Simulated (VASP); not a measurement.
Level of theory: PBE GGA, VASP's PBE PAW potentials (set 64) (plane waves; VASP).

Input for VASP

**KPOINTS**
```
kpoints
0
Gamma
4 4 4
```

### POSCAR
```
CsI
9.2474810
  0.4999999909   0.0000000000   0.0000000000
  0.0000000000   0.4999999909   0.0000000000
  0.0000000000   0.0000000000   0.4999999909
Cs I
1 1
Cart
  0.0000000000   0.0000000000   0.0000000000
  0.2499999955   0.2499999955   0.2499999955
```

**INCAR**
```
LMAXMIX = 4
LASPH = .True.   ! aspherical one-centre terms
ISMEAR = 0   ! Gaussian
GGA = PE   ! PBE
EDIFF = 1E-6   ! SCF stop (eV)
LWAVE = .True.
LREAL = .False.
PREC = Accurate
SYSTEM = CsI
ALGO = Normal
SIGMA = 0.05   ! width (eV)
NELM = 100   ! most electronic steps
ENCUT = 520
LCHARG = .False.
```

POTCAR, in this order: Cs_sv I (PBE.64 set). Program: vasp_std.

Unless said otherwise, spin-orbit coupling is left out, though it shifts the bands of the heavy elements here.

Estimate the energy per atom (σ→0), band gap (on the k-mesh).

```
Item                              Result
------------------------  --------------
energy per atom (σ→0)     -2.719 eV/atom
band gap (on the k-mesh)         3.76 eV
```

### OSZICAR
```
...
DAV:   6    -0.546001449220E+01    0.12567E+00   -0.16763E-01   260   0.192E+00    0.119E+00
DAV:   7    -0.543345225556E+01    0.26562E-01   -0.14459E-01   272   0.184E+00    0.605E-01
DAV:   8    -0.543706708909E+01   -0.36148E-02   -0.10411E-02   260   0.660E-01    0.743E-02
DAV:   9    -0.543743856108E+01   -0.37147E-03   -0.10291E-03   280   0.207E-01    0.753E-02
DAV:  10    -0.543753401381E+01   -0.95453E-04   -0.13274E-04   268   0.837E-02    0.147E-02
DAV:  11    -0.543753088682E+01    0.31270E-05   -0.34533E-05   284   0.290E-02    0.558E-03
DAV:  12    -0.543753158327E+01   -0.69645E-06   -0.37402E-06   260   0.142E-02
   1 F= -.54375316E+01 E0= -.54375316E+01  d E =-.286173E-12
```

The compound is CsI in the CsCl type structure. It was relaxed first.
